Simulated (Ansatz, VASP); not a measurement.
# Cross-check of Hg2SeO between VASP and Ansatz

Aim: how closely do two programs agree when they are given the same cell, functional and k mesh? The cell is invented: As first built, before any earlier steps moved the atoms: it takes the HgSe structure with some of its atoms replaced by other elements, volume scaled by an estimate. It may not be a known or stable phase. The cell is a member of a volume series, scaled by 0.98 from a relaxed one, so a pressure remains.

Main program and level: Ansatz 0.2.0; plane waves, with VASP 6.6.1 beside it; single point at r2SCAN with D4 and band structure at r2SCAN with D4, spin-orbit coupling.

## Step 1: Set-up

It takes space group P-4m2 (No. 115, tetragonal). Conventional cell: a = 4.054 Å, b = 4.054 Å, c = 5.447 Å, α = 90.00°, β = 90.00°, γ = 90.00°. Nearest to Hg lie 2 O at 2.29 Å and 2 Se at 2.62 Å. Se has 4 Hg at 2.62 Å nearest. Nearest to O lie 4 Hg at 2.29 Å. As first built, before any earlier steps moved the atoms: sites of the HgSe structure (space group 216) filled with other elements, volume scaled by an estimate. Farther neighbours and most contacts between anions are not listed.

As a file:

```xyz
4
Lattice="4.0545 0.0000 0.0000 0.0000 4.0545 0.0000 0.0000 0.0000 5.4465" Properties=species:S:1:pos:R:3 pbc="T T T"
Hg    0.0000    2.0272    1.0653
Hg    2.0272    0.0000    4.3812
Se    0.0000    0.0000    2.7233
O     2.0272    2.0272    0.0000
```

## Step 2: VASP: single point, r2SCAN with D4

A single point gives forces, pressure and levels at one fixed geometry, so differences don't come from the geometry; what else differs is listed under the comparison.

Lines of VASP's logs that name or quote its potential files are left out, and so is its time.

INCAR

```
SYSTEM = Hg2SeO
PREC = Accurate
ENCUT = 520
EDIFF = 1E-06
NELM = 100
ISMEAR = -1
SIGMA = 0.05
LREAL = .FALSE.
ALGO = Normal
METAGGA = R2SCAN
IVDW = 13
VDW_S6 = 1
VDW_S8 = 0.6018749
VDW_A1 = 0.51559235
VDW_A2 = 5.77342911
LASPH = .TRUE.
NBANDS = 24
LORBIT = 11
LWAVE = .FALSE.
LCHARG = .FALSE.
KPAR = 2
ISIF = 2
```

POSCAR

```
Hg2SeO
1.0
    4.0544881382      0.0000000000      0.0000000000
    0.0000000000      4.0544881382      0.0000000000
    0.0000000000      0.0000000000      5.4465233265
Hg Se O
2 1 1
Direct
    0.0000000000      0.5000000000      0.1955933256
    0.5000000000      0.0000000000      0.8044066744
    0.0000000000      0.0000000000      0.5000000000
    0.5000000000      0.5000000000      0.0000000000
```

KPOINTS

```
Automatic mesh
0
Gamma
6 6 4
0 0 0
```

PAW data sets: Hg, Se and O (PBE family, release 64).

Launch:

```console
> mpirun -np 2 vasp_std
```

Numbers of over 12 decimals in the logs are rounded to 6 here.

The program printed:

```text
[banner, memory and clock lines left out]
running    2 mpi-ranks, on    1 nodes
 distrk:  each k-point on    1 cores,    2 groups
 distr:  one band on    1 cores,    1 groups

 POSCAR found type information on POSCAR HgSeO
 POSCAR found :  3 types and       4 ions
|                                                                             |
|               ----> ADVICE to this user running VASP <----                  |
|                                                                             |
|     You enforced a specific xc type in the INCAR file but a different       |
|     [... a line on the potential file left out ...]
|     I HOPE YOU KNOW WHAT YOU ARE DOING!                                     |
|                                                                             |

 LDA part: xc-table for (None), standard interpolation
 POSCAR, INCAR and KPOINTS ok, starting setup
 FFT: planning ... GRIDC
 FFT: planning ... GRID_SOFT
 FFT: planning ... GRID
 WAVECAR not read
 entering main loop
       N       E                     dE             d eps       ncg     rms          rms(c)
DAV:   1     0.155803156078E+03    0.15580E+03   -0.18221E+04  1440   0.142E+03
DAV:   2    -0.117554121820E+03   -0.27336E+03   -0.26326E+03  1576   0.349E+02
DAV:   3    -0.133113539863E+03   -0.15559E+02   -0.15372E+02  1752   0.849E+01
DAV:   4    -0.133243497623E+03   -0.12996E+00   -0.12992E+00  1544   0.790E+00
DAV:   5    -0.133244239104E+03   -0.74148E-03   -0.74143E-03  1760   0.558E-01    0.136E+01
DAV:   6    -0.119672563673E+03    0.13572E+02   -0.12255E+01  2088   0.462E+01    0.151E+01
DAV:   7    -0.119647703663E+03    0.24860E-01   -0.22280E+00  1472   0.102E+01    0.101E+01
DAV:   8    -0.119654535500E+03   -0.68318E-02   -0.67502E-01  1632   0.747E+00    0.144E+00
DAV:   9    -0.119636187467E+03    0.18348E-01   -0.91786E-02  1920   0.293E+00    0.475E-01
DAV:  10    -0.119635832631E+03    0.35484E-03   -0.12422E-02  1464   0.900E-01    0.221E-01
DAV:  11    -0.119635939767E+03   -0.10714E-03   -0.68214E-04  1720   0.194E-01    0.652E-02
DAV:  12    -0.119635940383E+03   -0.61557E-06   -0.13612E-04  1568   0.130E-01    0.325E-02
DAV:  13    -0.119635950513E+03   -0.10130E-04   -0.39198E-05  1600   0.509E-02    0.224E-02
DAV:  14    -0.119635949500E+03    0.10135E-05   -0.43492E-06  1624   0.205E-02    0.191E-03
DAV:  15    -0.119635949327E+03    0.17271E-06   -0.36891E-07   808   0.456E-03
   1 F= -.12008142E+03 E0= -.12008021E+03  d E =-.243063E-02
```

OUTCAR, selected parts (step 2):

```text
ion  position               nearest neighbor table
   1  0.000  0.500  0.196-   4 2.29   4 2.29   3 2.62   3 2.62   2 3.57   2 3.57   2 3.57   2 3.57

  LATTYP: Found a simple tetragonal cell.
 ALAT       =     4.0544881382
 C/A-ratio  =     1.3433319178

 Subroutine GETGRP returns: Found  8 space group operations
 (whereof  8 operations were pure point group operations)

The static configuration has the point symmetry D_2d.

 Found     30 irreducible k-points:

   k-points           NKPTS =     30   k-points in BZ     NKDIM =     30   number of bands    NBANDS=     24

   dimension x,y,z NGX =    30 NGY =   30 NGZ =   42
   dimension x,y,z NGXF=    60 NGYF=   60 NGZF=   84

   ENCUT  =  520.0 eV  38.22 Ry    6.18 a.u.   7.54  7.54 10.13*2*pi/ulx,y,z

   NELECT =      36.0000    total number of electrons

 k-points in reciprocal lattice and weights: Automatic mesh
   0.00000000  0.00000000  0.00000000       0.007
   0.16666667  0.00000000  0.00000000       0.028
   0.33333333  0.00000000  0.00000000       0.028
   0.50000000  0.00000000  0.00000000       0.014
   0.16666667  0.16666667  0.00000000       0.028
   0.33333333  0.16666667  0.00000000       0.056
   0.50000000  0.16666667  0.00000000       0.028
   0.33333333  0.33333333  0.00000000       0.028
   0.50000000  0.33333333  0.00000000       0.028
[...]
0.50000000  0.33333333  0.50000000       0.028
   0.50000000  0.50000000  0.50000000       0.007

 average (electrostatic) potential at core
       1 -46.5165       2 -46.5165       3 -60.9379       4 -77.1673

 E-fermi :   1.2791

 k-point     1 :       0.0000    0.0000    0.0000
  band No.  band energies     occupation
    ...
     15      -1.1985      2.00000
     16      -0.2395      2.00000
     17       1.0686      1.97072
     18       1.2130      1.57911
     19       1.2130      1.57911
     20       5.2672      0.00000
     21       5.6964      0.00000
     22       9.6828      0.00000
     23       9.6847      0.00000
     24       9.6847      0.00000

 k-point     2 :       0.1667    0.0000    0.0000
  band No.  band energies     occupation
    ...
     14      -1.5761      2.00000
     15      -1.0069      2.00000
     16      -0.5956      2.00000
     17       0.7924      1.99988
     18       1.1705      1.79542
     19       1.5948      0.00362
     20       5.2990      0.00000
     21       6.3036      0.00000
     22       8.6894      0.00000
     23       9.2404      0.00000
    ...

 k-point     3 :       0.3333    0.0000    0.0000
  band No.  band energies     occupation
    ...
     14      -2.0462      2.00000
     15      -1.1586      2.00000
     16      -0.5933      2.00000
     17       0.0903      2.00000
     18       1.0441      1.98196
     19       2.6093      0.00000
     20       4.8428      0.00000
     21       6.6768      0.00000
     22       7.6483      0.00000
     23       9.4277      0.00000
    ...

  DFT-D4 for vdW energy calculation

  Edisp (eV):   -0.44547

  Total       0.88225     0.88225     0.78675     0.00000    -0.00000    -0.00000
  in kB      15.78746    15.78746    14.07853     0.00000    -0.00000    -0.00000
  external pressure =       15.22 kB  Pullay stress =        0.00 kB

  energy-cutoff  :      520.00
  volume of cell :       89.53
      direct lattice vectors                 reciprocal lattice vectors
     4.054488138  0.000000000  0.000000000     0.246640258  0.000000000  0.000000000
     0.000000000  4.054488138  0.000000000     0.000000000  0.246640258  0.000000000
     0.000000000  0.000000000  5.446523327     0.000000000  0.000000000  0.183603363

 POSITION                                       TOTAL-FORCE (eV/Angst)
 -----------------------------------------------------------------------------------
      0.00000      2.02724      1.06530         0.000000      0.000000     -0.012838
      2.02724      0.00000      4.38122        -0.000000      0.000000      0.012838
      0.00000      0.00000      2.72326         0.000000      0.000000      0.000000
      2.02724      2.02724      0.00000         0.000000     -0.000000      0.000000
 -----------------------------------------------------------------------------------
    total drift:                                0.000000      0.000000     -0.000000

  FREE ENERGIE OF THE ION-ELECTRON SYSTEM (eV)
  ---------------------------------------------------
  free  energy   TOTEN  =      -120.0814218564 eV

  energy  without entropy=     -120.0789912225  energy(sigma->0) =     -120.08020654

 total charge
# of ion       s       p       d       tot
------------------------------------------
    1        0.631   0.357   9.436  10.425
    2        0.631   0.357   9.436  10.425
    3        1.464   2.365   0.038   3.866
    4        1.584   3.302   0.000   4.886
--------------------------------------------------
tot          4.311   6.381  18.910  29.602

[... 3 further parts left out ...]
```

The run ends at a pressure of 1.52 GPa, with forces up to 0.013 eV/Å.

## Step 3: Ansatz: single point, r2SCAN with D4

Ansatz runs on its default PAW (the set named soft_2) files.

The same cell, functional, mesh and smearing now go to Ansatz, which takes its cutoff from its data sets.

input.yaml

```yaml
crystal:
  lattice:
    - [4.0544881382, 0.0, 0.0]
    - [0.0, 4.0544881382, 0.0]
    - [0.0, 0.0, 5.4465233265]
  atoms:
    - { symbol: Hg, position: [0.0, 0.5, 0.1955933256] }
    - { symbol: Hg, position: [0.5, 0.0, 0.8044066744] }
    - { symbol: Se, position: [0.0, 0.0, 0.5] }
    - { symbol: O, position: [0.5, 0.5, 0.0] }
hamiltonian:
  xc: r2scan
  pseudopotentials: { kind: paw }
  dispersion: d4
kpoints:
  mp_grid: { grid: [6, 6, 4] }
scf:
  occupations: { method: fermi_dirac, width: 0.05 }
  n_extra_bands: 5
output:
  forces: true
  stress: true
  eigenvalues: true
```

Launch:

```console
> ansatz run input.yaml --threads 2 --pin off --max-ram 4608MiB --backend cpu --events-out ev --progress --plain --runs-dir out
```

The program printed:

```text
scf.n_extra_bands = 5 over 31 filled bands (N_el = 62.0): the run solves 36 bands
Engine: ansatz 0.2.0, x86_64-unknown-linux-gnu
Pseudopotentials: kind: paw
Pseudopotential: Hg, paw, valence charge 20, recommended cutoff 500 eV (meta_gga), Hg.paw.azcp
Pseudopotential: Se, paw, valence charge 16, recommended cutoff 500 eV (meta_gga), Se.paw.azcp
Pseudopotential: O, paw, valence charge 6, recommended cutoff 500 eV (meta_gga), O.paw.azcp
Functional definition: r2SCAN
  parameter k0 = 0.174
  parameter k1 = 0.065
  parameter a1 = 4.9479
  exchange = r2scan_x(k0 = k0, k1 = k1, a1 = a1)
  correlation = r2scan_c
Crystal: 4 atoms, lattice volume = 89.535 Å³
Basis set: ecut = 500 eV, 2291 PW (Γ), exchange–correlation on 120×120×160 points (64 copies of the dense FFT grid, shifted against one another)
Bands: 36, of which v1, the nominal top of the filled ones, is band 31 counted from 1 (30 counted from 0)
Symmetry: 8 space group operations
Space group: P-4m2 (ITA 115), of the structure as read, at distance tolerance 4.5e-5 Å
k-points: 30 of 144 (time reversal used)
Non-local potential: Hg, projectors of the file, l = 0: 3, l = 1: 2, l = 2: 2, l = 3: 1
Non-local potential: Se, projectors of the file, l = 0: 2, l = 1: 2, l = 2: 3, l = 3: 1
Non-local potential: O, projectors of the file, l = 0: 2, l = 1: 2, l = 2: 1
PAW form: soft (Blöchl's): semilocal exchange-correlation on the pseudo side does not see the compensation charge
PAW frozen core: Hg, regenerated for the run's functional (the file was generated under x = pbe(κ = 0.804, μ = 0.219515), c = pbe(β = 0.066725))
PAW frozen core: Se, regenerated for the run's functional (the file was generated under x = pbe(κ = 0.804, μ = 0.219515), c = pbe(β = 0.066725))
PAW frozen core: O, regenerated for the run's functional (the file was generated under x = pbe(κ = 0.804, μ = 0.219515), c = pbe(β = 0.066725))
PAW one-centre angular grid: Hg, 590 points (default); XC on 160 Gauss nodes
PAW one-centre angular grid: Se, 590 points (default); XC on 160 Gauss nodes
PAW one-centre angular grid: O, 302 points (default); XC on 160 Gauss nodes
Initial density: superposition of atomic densities (neutral atoms: chi_scale 0, normalization atom), corrected by the library's trained network
Initial wavefunctions: pseudopotential atomic-orbital guess
Functional: x = r2scan, c = r2scan; τ floored in thin density (d = 2e-4 eV/Å³)
SCF iter   1: F=—  HF=-33700.888234 eV  |F-HF|=—  |Δ(HF+E_count)|=         —  Δρ=9.01e-3  dr2=5.96e-2  dr2_τ=8.33e-2  ethr=1.77e-3  ⟨swp⟩=6.1  Hψ=3984  notcnv=0
preconditioner: auto → Resta (q_TF=auto, 2.566 Å⁻¹)  ε∞=5.4  [insulator: Δε(μ)=0.402 eV  Ē_g=11.167 eV  σ=0.050 eV  W_gap=0.81  n_scr=28 (ndim 8)  ℏωp=23.5 eV  f_vac=0.136  D(μ)=0.25/eV (n_scr^D=0)  ε∞_Penn≈5.4]
SCF iter   2: F=—  HF=-33700.900972 eV  |F-HF|=—  |Δ(HF+E_count)|=   1.27e-2  Δρ=4.59e-3  dr2=1.05e-2  dr2_τ=2.58e-3  ethr=9.61e-5  ⟨swp⟩=2.0  Hψ=1990  notcnv=0  defer=20
SCF iter   3: F=—  HF=-33700.901195 eV  |F-HF|=—  |Δ(HF+E_count)|=   2.23e-4  Δρ=2.26e-3  dr2=4.77e-3  dr2_τ=5.81e-4  ethr=1.69e-5  ⟨swp⟩=2.0  Hψ=1699  notcnv=0  defer=20
SCF iter   4: F=—  HF=-33700.900789 eV  |F-HF|=—  |Δ(HF+E_count)|=   4.06e-4  Δρ=7.21e-4  dr2=5.56e-4  dr2_τ=4.15e-5  ethr=7.69e-6  ⟨swp⟩=2.0  Hψ=1586  notcnv=0  defer=20
SCF iter   5: F=—  HF=-33700.900797 eV  |F-HF|=—  |Δ(HF+E_count)|=   8.27e-6  Δρ=2.14e-4  dr2=5.38e-5  dr2_τ=3.19e-6  ethr=8.96e-7  ⟨swp⟩=2.0  Hψ=1577  notcnv=0  defer=20
SCF iter   6: F=—  HF=-33700.900803 eV  |F-HF|=—  |Δ(HF+E_count)|=   5.73e-6  Δρ=8.36e-5  dr2=1.15e-5  dr2_τ=4.47e-7  ethr=8.67e-8  ⟨swp⟩=2.0  Hψ=1752  notcnv=0  defer=20
SCF iter   7: F=—  HF=-33700.900803 eV  |F-HF|=—  |Δ(HF+E_count)|=   1.71e-7  Δρ=2.41e-5  dr2=8.20e-7  dr2_τ=3.81e-8  ethr=1.85e-8  ⟨swp⟩=2.0  Hψ=1751  notcnv=0  defer=20
SCF iter   8: F=-33700.900804 eV  HF=-33700.900803 eV  |F-HF|=2.26e-8  |Δ(HF+E_count)|=   1.67e-7  Δρ=7.13e-6  dr2=5.00e-8  dr2_τ=2.79e-9  ethr=1.61e-10  ⟨swp⟩=6.2  Hψ=4519  notcnv=0
SCF 1 converged in 8 iterations: F = -33700.900804 eV  dr2 = 5.00e-8
  greatest PAW one-centre occupation: 1.001 electrons in one spin orbital (limit 2), on the Hg atom at site 1 (counted from 0), in its partial waves of l = 0
SCF converged after 8 iterations
Free energy (F): -33700.900804 eV
Harris-Foulkes:  -33700.900803 eV  (|F-HF|=2.26e-8)
Internal energy: -33700.898344 eV  (E = F + TS)
E sigma→0 (E₀):  -33700.899574 eV
Entropy (-TS):   -0.002460 eV (-0.615 meV/atom)
Fermi energy:    9.194189 eV
--- Per-component energies (eV) ---
  E_band       = -1365.348355
  E_kinetic    = 1497.595485
  E_local      = -8837.713906  (includes V_loc(G=0)·N_el)
  E_nonlocal   = -395.521061
  E_hartree    = 3926.863971
  E_xc         = -585.024927
  E_vxc        = -786.452607  (∫ρ·V_xc dr)
  E_paw        = -22027.460553  (= ΣΔE_a)
  E_vpaw       = -748.639752  (= ΣTr[D̂ρ^β])
  E_aug_tail   = 0.001623  (compensation charges beyond the density's cutoff)
  E_vtau       = 51.641392  (kinetic-family band-sum trace: ∫τ·v_τ [+ j·A + Jᵃ·Aᵃ] dr)
  E_ewald      = -7277.098387
  E_disp       = -0.446021  (pairwise vdW)
  E_core_change = -2.094567  (= ΣΔE_core)
  E_smearing   = -0.002460  (= −TS)
  E_closure    = -0.000000  (closes the sum)
  Σ components = -33700.900804   (vs F -33700.900804, Δ=0.00e0)
--- Forces (eV/Å), atoms counted from 1 ---
  atom   1  Hg     0.00000000     0.00000000    -0.06110848
  atom   2  Hg     0.00000000     0.00000000     0.06110848
  atom   3  Se     0.00000000     0.00000000     0.00000000
  atom   4  O      0.00000000     0.00000000     0.00000000
  max |Σ_I F_I| component: 7.98e-17 eV/Å
--- Stress (GPa, compression-positive) ---
        0.877329       0.000000       0.000000
        0.000000       0.877329       0.000000
       -0.000000       0.000000       0.861545
  P = ⅓ Tr σ = 0.8721 GPa (8.721 kbar)
--- Band table (eV; the first three rows and the last of 30) ---
  k-point 0: bands = [... 27 lower, 6.7272, 7.6968, 8.9862, 9.1265, 9.1265, 13.2080, 13.6350, 17.6208, ... 1 higher]
  k-point 1: bands = [... 27 lower, 6.9825, 7.4344, 8.9569, 8.9569, 9.8195, 12.8100, 13.8514, 16.1750, ... 1 higher]
  k-point 2: bands = [... 27 lower, 7.2912, 7.2912, 8.7282, 8.7282, 11.3074, 11.6323, 14.4269, 14.8736, ... 1 higher]
  k-point 29: bands = [... 27 lower, 6.3197, 6.3388, 7.1626, 7.1626, 12.7395, 12.7395, 14.5209, 16.1659, ... 1 higher]
```

Elapsed: 6.3 s, on 2 threads of Intel Xeon Platinum 8375C at 2.90GHz (Ice Lake), shared host; peak memory 0.57 GiB.

Reading the cycles: dr2 is the Hartree energy of the density residual (eV), the measure of convergence; HF is the Harris–Foulkes estimate of the energy, which meets the free energy F at convergence.

The run ends at a pressure of 0.87 GPa, with forces up to 0.061 eV/Å.

## Step 4: Side by side

Known differences besides the PAW data sets themselves: VASP keeps PBE cores, Ansatz makes them for the functional; the data sets hold 62 valence electrons in Ansatz (default PAW (the set named soft_2) files) and 36 in VASP; the cutoff is 500 eV in Ansatz and 520 eV in VASP. Total energies have different zeros and are not compared.

The two programs side by side:

```
      quantity  Ansatz  VASP  difference
pressure (GPa)    0.87  1.52       -0.65
```

At this near-relaxed geometry the largest component of a force difference is 48 meV/Å. Ansatz's pressure holds a Pulay correction of 0.06 GPa; VASP's holds none.

## Step 5: Looking for the cause

The difference is large enough to ask for its cause, so further runs change the set-up of one program at a time, as the table lists.

```
                                        run  r.m.s. force difference (meV/Å)
                                   as above                               20
         cores kept as stored, as VASP does                               19
   Ansatz's larger PAW set (cutoff 1000 eV)                               21
norm-conserving potentials (cutoff 1290 eV)                               17
```

## Step 6: Ansatz: band structure, r2SCAN with D4, spin-orbit coupling

Levels along a path test the potential and the projectors away from the mesh points. The cell compared in this pair holds 91.36 Å³, against 89.53 Å³ for the pair before.

The cell comes out of the VASP series on this material, whose earlier steps may have relaxed, scaled or displaced it; both programs get it as it stands.

input.yaml

```yaml
crystal:
  lattice:
    - [4.0818841594, 0.0, 0.0]
    - [0.0, 4.0818841594, 0.0]
    - [0.0, 0.0, 5.4833252761]
  atoms:
    - { symbol: Hg, position: [0.0, 0.5, 0.1955933256] }
    - { symbol: Hg, position: [0.5, 0.0, 0.8044066744] }
    - { symbol: Se, position: [0.0, 0.0, 0.5] }
    - { symbol: O, position: [0.5, 0.5, 0.0] }
hamiltonian:
  xc: r2scan
  pseudopotentials: { kind: paw_fr }
  dispersion: d4
magnetization:
  noncollinear: true
  spin_orbit: true
kpoints:
  mp_grid: { grid: [5, 5, 4] }
  band_path:
    path:
      - [0.0, 0.0, 0.0]
      - [0.0, 0.13333, 0.0]
      - [0.0, 0.3, 0.0]
      - [0.0, 0.46667, 0.0]
      - [0.1, 0.5, 0.0]
      - [0.26667, 0.5, 0.0]
      - [0.43333, 0.5, 0.0]
      - [0.43333, 0.43333, 0.0]
      - [0.26667, 0.26667, 0.0]
      - [0.1, 0.1, 0.0]
      - [0.0, 0.0, 0.03333]
      - [0.0, 0.0, 0.2]
      - [0.0, 0.0, 0.36667]
      - [0.0, 0.0, 0.5]
      - [0.0, 0.16667, 0.5]
      - [0.0, 0.3, 0.5]
      - [0.0, 0.46667, 0.5]
      - [0.1, 0.5, 0.5]
      - [0.26667, 0.5, 0.5]
      - [0.43333, 0.5, 0.5]
      - [0.43333, 0.43333, 0.5]
      - [0.26667, 0.26667, 0.5]
      - [0.1, 0.1, 0.5]
      - [0.0, 0.5, 0.03333]
      - [0.0, 0.5, 0.2]
      - [0.0, 0.5, 0.36667]
      - [0.5, 0.5, 0.0]
      - [0.5, 0.5, 0.16667]
      - [0.5, 0.5, 0.33333]
      - [0.5, 0.5, 0.5]
    npoints: 1
scf:
  occupations: { method: fermi_dirac, width: 0.05 }
  n_extra_bands: 16
output:
  forces: true
  stress: true
  eigenvalues: true
```

The program printed:

```text
[...]
non-collinear run that drives no moment, with spin-orbit: no starting moment large enough to seed its density (crystal.atoms[].spin), no starting occupations that ask for one, no magnetisation constraint and no magnetic field, so the semilocal B_xc is pinned to zero
Crystal: 4 atoms, lattice volume = 91.362 Å³
[...]
k-point 1: bands = [... 58 lower, 8.5985, 8.5985, 8.6469, 8.6469, 9.4678, 9.4678, 12.3980, 12.3980, ... 12 higher]
  k-point 2: bands = [... 58 lower, 8.3793, 8.3793, 8.4073, 8.4073, 10.9240, 10.9240, 11.2190, 11.2190, ... 12 higher]
  k-point 17: bands = [... 58 lower, 7.0296, 7.0864, 7.3360, 7.3480, 11.8933, 11.8941, 12.3260, 12.3279, ... 12 higher]
[key lines of the parts left out:]
SCF converged after 9 iterations
Magnetization: |M| = 0.0000 μB,  M = (+0.0000, +0.0000, +0.0000) μB
Free energy (F): -33647.793141 eV
Fermi energy:    8.859449 eV
P = ⅓ Tr σ = -1.1613 GPa (-11.613 kbar)
```

Run time: 34 s. Hardware: 2 threads; peak memory 1.1 GiB.

(Part 1 of 2 ends here.)

[Lines on the potential files, build, host, timing and source positions are cut from VASP's logs without a mark.]

[Logs are printed without paths, hosts, clocks, repeated set-up lines and the standing remarks that a program may print on its own settings, such as how far it seeks lower states.]

[Hosts, paths, dates, database ids (printed as entryN), source tags and the programs' standing remarks are cut or masked in the printed files.]
